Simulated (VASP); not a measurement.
A convergence study with VASP on HgTe (space group no. 216 when undisturbed): one setting is varied, all else stays as given below, so the limit is that of these other settings. One atom is moved off its site, so that forces are finite.

```yaml
crystal:
  lattice:
    - [0.00000, 3.21385, 3.21385]
    - [3.21385, 0.00000, 3.21385]
    - [3.21385, 3.21385, 0.00000]
  atoms:
    - { symbol: Hg, position: [0.00449, 0.00449, 0.00449] }
    - { symbol: Te, position: [0.25000, 0.25000, 0.25000] }
```

Computed with PBEsol GGA, VASP's PBE PAW potentials (set 64) (plane waves; VASP). The tightest run used: 720 eV cut-off, 7×7×7 Γ-centred mesh, Fermi-Dirac smearing of 0.010 eV, potentials Hg Te.

```
setting      E (eV/atom)  pressure (GPa)  largest force (eV/Å)  plane waves
-----------  -----------  --------------  --------------------  -----------
ENCUT = 105       8.8837         -337.92                 0.002          169
ENCUT = 120       3.2082         -225.21                 0.126          205
ENCUT = 135       0.0291         -137.43                 0.236          259
ENCUT = 150      -1.0840          -80.78                 0.257          290
ENCUT = 165      -1.7812          -42.26                 0.239          331
ENCUT = 180      -2.0215          -21.29                 0.229          378
ENCUT = 210      -2.1566           -2.77                 0.228          471
ENCUT = 240      -2.1745            1.58                 0.232          567
```

These are the cheaper rows. Estimate the results at ENCUT = 720, and how far the last row shown lies from them.

```json
[
 {"quantity": "E (eV/atom)", "tightest run": "-2.1747", "last row shown is off by": "0.0001"},
 {"quantity": "pressure (GPa)", "tightest run": "2.00", "last row shown is off by": "-0.42"},
 {"quantity": "largest force (eV/Å)", "tightest run": "0.233", "last row shown is off by": "-0.001"}
]
```

Left out are rungs that failed or repeat a setting and relaxations that didn't move; long series are thinned to 24 rows.

The structure is a typed HgTe crystal (space group no. 216). The cell was not relaxed at this level, it is distorted from the ideal structure.
